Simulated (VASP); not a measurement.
Output of a VASP run:

### OUTCAR
```
 ion  position               nearest neighbor table
   1  0.667  0.333  0.383-   5 2.06   5 2.06   5 2.06   4 2.15   2 2.26   2 2.26   2 2.26   3 2.79
                             3 2.79   3 2.79
   2  0.333  0.667  0.617-   4 2.06   4 2.06   4 2.06   5 2.15   1 2.26   1 2.26   1 2.26   3 2.79
                             3 2.79   3 2.79
   3  0.000  0.000  0.000-   4 2.22   5 2.22   5 2.22   4 2.22   4 2.22   5 2.22   1 2.79   2 2.79
                             2 2.79   1 2.79   2 2.79   1 2.79
   4  0.667  0.333  0.779-   2 2.06   2 2.06   2 2.06   1 2.15   3 2.22   3 2.22   3 2.22
   5  0.333  0.667  0.221-   1 2.06   1 2.06   1 2.06   2 2.15   3 2.22   3 2.22   3 2.22
  LATTYP: Found a hexagonal cell.
 ALAT       =     3.2357053667
 C/A-ratio  =     1.6760610960
 Subroutine PRICEL returns:
 Original cell was already a primitive cell.
 Subroutine GETGRP returns: Found 12 space group operations
The static configuration has the point symmetry D_3d.
The dynamic configuration has the point symmetry D_3d.
 Subroutine INISYM returns: Found 12 space group operations
 Subroutine IBZKPT returns following result:
 Found     58 irreducible k-points:

 Following reciprocal coordinates:
            Coordinates               Weight
  0.000000  0.000000  0.000000      1.000000
  0.100000 -0.000000  0.000000      6.000000
  0.200000 -0.000000  0.000000      6.000000
  0.300000 -0.000000  0.000000      6.000000
  0.400000 -0.000000  0.000000      6.000000
  0.500000 -0.000000  0.000000      3.000000
  0.100000  0.100000  0.000000      6.000000
  0.200000  0.100000  0.000000     12.000000
  0.300000  0.100000  0.000000     12.000000
  0.400000  0.100000  0.000000     12.000000
  0.200000  0.200000  0.000000      6.000000
  0.300000  0.200000  0.000000     12.000000
  0.400000  0.200000  0.000000      6.000000
  0.300000  0.300000  0.000000      6.000000
  0.000000  0.000000  0.200000      2.000000
  0.100000 -0.000000  0.200000      6.000000
  0.000000  0.100000  0.200000      6.000000
  0.200000 -0.000000  0.200000      6.000000
  0.000000  0.200000  0.200000      6.000000
  0.300000 -0.000000  0.200000      6.000000
  0.000000  0.300000  0.200000      6.000000
  0.400000 -0.000000  0.200000      6.000000
  0.000000  0.400000  0.200000      6.000000
  0.500000 -0.000000  0.200000      6.000000
  0.100000  0.100000  0.200000     12.000000
  0.200000  0.100000  0.200000     12.000000
 -0.100000  0.300000  0.200000     12.000000
  0.300000  0.100000  0.200000     12.000000
 -0.100000  0.400000  0.200000     12.000000
  0.400000  0.100000  0.200000     12.000000
 -0.100000  0.500000  0.200000     12.000000
  0.200000  0.200000  0.200000     12.000000
  0.300000  0.200000  0.200000     12.000000
 -0.200000  0.500000  0.200000     12.000000
  0.400000  0.200000  0.200000     12.000000
  0.300000  0.300000  0.200000     12.000000
  0.000000  0.000000  0.400000      2.000000
  0.100000 -0.000000  0.400000      6.000000
  0.000000  0.100000  0.400000      6.000000
  0.200000 -0.000000  0.400000      6.000000
 Subroutine IBZKPT_HF returns following result:
   k-points           NKPTS =     58   k-points in BZ     NKDIM =     58   number of bands    NBANDS=     51
   number of dos      NEDOS =   1001   number of ions     NIONS =      5
   total plane-waves  NPLWV =  23040
   dimension x,y,z NGX =    24 NGY =   24 NGZ =   40
   dimension x,y,z NGXF=    48 NGYF=   48 NGZF=   80
   ions per type =               2   1   2
   PREC   = accura    normal or accurate (medium, high low for compatibility)
   ISTART =      0    job   : 0-new  1-cont  2-samecut
   ICHARG =      2    charge: 1-file 2-atom 10-const
   ISPIN  =      1    spin polarized calculation?
   LNONCOLLINEAR =      F non collinear calculations
   LSORBIT =      F    spin-orbit coupling
   INIWAV =      1    electr: 0-lowe 1-rand  2-diag
   ENCUT  =  520.0 eV  38.22 Ry    6.18 a.u.   6.02  6.02 10.08*2*pi/ulx,y,z
   NELM   =    100;   NELMIN=  2; NELMDL= -5     # of ELM steps
   EDIFF  = 0.1E-06   stopping-criterion for ELM
...
```

### OSZICAR
```
       N       E                     dE             d eps       ncg     rms          rms(c)
DAV:   1     0.112804205653E+03    0.11280E+03   -0.10506E+04  5916   0.556E+02
DAV:   2    -0.745387992144E+02   -0.18734E+03   -0.17537E+03  6724   0.191E+02
DAV:   3    -0.878878045069E+02   -0.13349E+02   -0.12833E+02 10341   0.374E+01
DAV:   4    -0.881538629161E+02   -0.26606E+00   -0.26558E+00  7021   0.505E+00
DAV:   5    -0.881557085419E+02   -0.18456E-02   -0.18455E-02  7253   0.342E-01    0.581E+01
DAV:   6    -0.764322416541E+02    0.11723E+02   -0.95576E+00  6767   0.100E+01    0.515E+01
DAV:   7    -0.745830133961E+02    0.18492E+01   -0.99672E-01  6546   0.435E+00    0.253E+01
DAV:   8    -0.767629138368E+02   -0.21799E+01   -0.11174E+00  6199   0.362E+00    0.572E+00
DAV:   9    -0.751806322396E+02    0.15823E+01   -0.74935E-01  6053   0.348E+00    0.129E+00
DAV:  10    -0.752965119973E+02   -0.11588E+00   -0.89379E-02  6142   0.127E+00    0.145E+00
DAV:  11    -0.752459898436E+02    0.50522E-01   -0.25373E-02  6117   0.554E-01    0.622E-01
DAV:  12    -0.752918682590E+02   -0.45878E-01   -0.46577E-02  6128   0.100E+00    0.106E+00
DAV:  13    -0.753271970659E+02   -0.35329E-01   -0.58117E-03  6224   0.285E-01    0.403E-01
DAV:  14    -0.753353170507E+02   -0.81200E-02   -0.20307E-03  6764   0.206E-01    0.225E-01
DAV:  15    -0.753354183423E+02   -0.10129E-03   -0.14822E-04  6797   0.609E-02    0.118E-01
DAV:  16    -0.753361133763E+02   -0.69503E-03   -0.13327E-04  6234   0.533E-02    0.223E-02
DAV:  17    -0.753362713522E+02   -0.15798E-03   -0.16437E-05  6896   0.198E-02    0.179E-02
DAV:  18    -0.753363300326E+02   -0.58680E-04   -0.29139E-05  6210   0.265E-02    0.133E-02
DAV:  19    -0.753363346970E+02   -0.46644E-05   -0.68693E-06  6396   0.107E-02    0.273E-02
DAV:  20    -0.753363351871E+02   -0.49008E-06   -0.11591E-06  6240   0.463E-03    0.100E-02
DAV:  21    -0.753363406782E+02   -0.54911E-05   -0.51647E-07  6645   0.348E-03    0.375E-03
DAV:  22    -0.753363453405E+02   -0.46623E-05   -0.10969E-07  6355   0.133E-03    0.119E-03
DAV:  23    -0.753363453110E+02    0.29532E-07   -0.19726E-08  5565   0.602E-04
   1 F= -.75336345E+02 E0= -.75336345E+02  d E =-.524734E-18
 imaginary and real dielectric function
```

OUTCAR:
```
------------------------ aborting loop because EDIFF is reached ----------------------------------------
  FORCE on cell =-STRESS in cart. coord.  units (eV):
  Direction    XX          YY          ZZ          XY          YZ          ZX
  --------------------------------------------------------------------------------------
  Total       -0.0038431     -0.0038431     -0.0462446      0.0000000      0.0000000      0.0000000
  in kB       -0.1252164     -0.1252164     -1.5067591      0.0000000      0.0000000      0.0000000
  external PRESSURE =      -0.5857307 kB  Pullay stress =       0.0000000 kB
  volume of cell :       49.17
      direct lattice vectors                 reciprocal lattice vectors
     3.235705367  0.000000000  0.000000000     0.309051625  0.178431048  0.000000000
    -1.617852683  2.802202892  0.000000000     0.000000000  0.356862097  0.000000000
     0.000000000  0.000000000  5.423239883     0.000000000  0.000000000  0.184391622
 POSITION                                       TOTAL-FORCE (eV/Angst)
 -----------------------------------------------------------------------------------
      1.61785      0.93407      2.07480         0.000000      0.000000     -0.007478
     -0.00000      1.86814      3.34844        -0.000000     -0.000000      0.007478
      0.00000      0.00000      0.00000        -0.000000      0.000000     -0.000000
      1.61785      0.93407      4.22560         0.000000      0.000000      0.008797
     -0.00000      1.86814      1.19764        -0.000000      0.000000     -0.008797
 -----------------------------------------------------------------------------------
    total drift:                                0.000000      0.000000      0.000000
  FREE ENERGIE OF THE ION-ELECTRON SYSTEM (eV)
  ---------------------------------------------------
  free  energy   TOTEN  =       -75.3363453110 eV

  energy  without entropy=      -75.3363453110  energy(sigma->0) =      -75.33634531

 plasma frequency squared (from intraband transitions) (eV^2)
  --------------------------------------------------------------------------------------
       0.000       0.000       0.000
       0.000       0.000       0.000
       0.000       0.000       0.000

 plasma frequency squared (from interband transitions, int dw w eps(2)(w)) (eV^2)
  --------------------------------------------------------------------------------------
     695.016       0.000      -0.000       0.000       0.000      -0.000
      -0.000      -0.000     695.016       0.000       0.000      -0.000
       0.000       0.000       0.000       0.000     696.311       0.000
```
(Selected blocks of OUTCAR.)

File POSCAR:
```
Li2HfN2
1
    3.2357053667    -0.0000000000     0.0000000000
   -1.6178526834     2.8022028918     0.0000000000
    0.0000000000     0.0000000000     5.4232398831
Li Hf N
2 1 2
Direct
  0.6666670000   0.3333330000   0.3825764071
  0.3333330000   0.6666670000   0.6174235929
  0.0000000000   1.0000000000   0.0000000000
  0.6666670000   0.3333330000   0.7791644666
  0.3333330000   0.6666670000   0.2208355334
```

**Question.** Reconstruct the remaining input files.

**Answer.** This is not unique; one that fits is the input of the run itself, r2SCAN meta-GGA, plane waves, VASP's PBE PAW potentials (set 64).

File KPOINTS:
```
Automatic mesh
0
Gamma
10 10 5
0 0 0
```

INCAR:
```
ALGO = Normal
CSHIFT = 0.1
EDIFF = 1E-7
ENCUT = 520
ISMEAR = 0
LASPH = .True.
LCHARG = .False.
LMAXMIX = 6
LMIXTAU = .True.
LOPTICS = .True.
LPEAD = .True.
LREAL = .False.
LWAVE = .False.
METAGGA = R2SCAN
NBANDS = 51
NEDOS = 1001
NELM = 100
PREC = Accurate
SIGMA = 0.01
SYSTEM = Li2HfN2
```

POTCAR, in this order: Li_sv Hf_pv N (PBE.64 set). Program: vasp_std.

The structure comes from a computed database's Li2HfN2 entry (P-3m1); how it stands against other phases isn't given here. It was relaxed first.
